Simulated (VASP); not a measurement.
These are r2SCAN meta-GGA, VASP's PBE PAW potentials (set 64) (plane waves; VASP) values and carry that method's errors.

VASP ran on this input.

### POSCAR
```
In2Se3
1
    3.9534127571     0.0004025742    -0.0002956927
    1.9754570415     3.4249680948    -0.0005459227
    0.0156188327     0.0270400882     9.7999099500
In Se
2 3
Direct
  0.3331709547   0.3342530783   0.8117177426
  0.6668290453   0.6657469217   0.1882822574
  0.0000000000   0.0000000000   0.0000000000
  0.3334493283   0.3312250734   0.3244340069
  0.6665506717   0.6687749266   0.6755659931
```

**INCAR**
```
SYSTEM = In2Se3
PREC = Accurate; ENCUT = 400; LREAL = .FALSE.
LASPH = .TRUE.
EDIFF = 1E-6; NELM = 100; ALGO = Normal
LMAXMIX = 4; LMIXTAU = .TRUE.
ISMEAR = 0; SIGMA = 0.05
METAGGA = R2SCAN
IBRION = 2; NSW = 60; ISIF = 3
EDIFFG = -0.02
LWAVE = .FALSE.; LCHARG = .FALSE.
```

File KPOINTS:
```
Automatic mesh
0
Gamma
6 6 2
0 0 0
```

POTCAR, in this order: In_d Se (PBE.64 set). Program: vasp_std.

Problem. Estimate the energy per atom (σ→0), volume per atom.

Solution. 
```
Item                            Result
---------------------  ---------------
energy per atom (σ→0)  -18.262 eV/atom
volume per atom         26.97 Å^3/atom
```

OSZICAR:
```
...
DAV:   2    -0.913098841019E+02   -0.47461E-03   -0.41510E-03  2836   0.482E-01    0.459E-02
DAV:   3    -0.913098842375E+02   -0.13564E-06   -0.12170E-04  2992   0.126E-01    0.347E-02
DAV:   4    -0.913098861942E+02   -0.19566E-05   -0.19088E-05  3042   0.513E-02    0.217E-02
DAV:   5    -0.913098892969E+02   -0.31028E-05   -0.10197E-05  2502   0.363E-02    0.955E-03
DAV:   6    -0.913098871327E+02    0.21642E-05   -0.47835E-06  2002   0.215E-02    0.604E-03
DAV:   7    -0.913098889853E+02   -0.18526E-05   -0.24395E-06  2144   0.143E-02    0.194E-03
DAV:   8    -0.913098891718E+02   -0.18650E-06   -0.44874E-07  1156   0.723E-03
   5 F= -.91309889E+02 E0= -.91309889E+02  d E =-.160200E-02
```

The structure comes from a computed database's In2Se3 entry; how it stands against other phases isn't given here. This run relaxes it. Symmetry was kept, so distortions that lower it aren't found. The start is the result of an earlier pass.
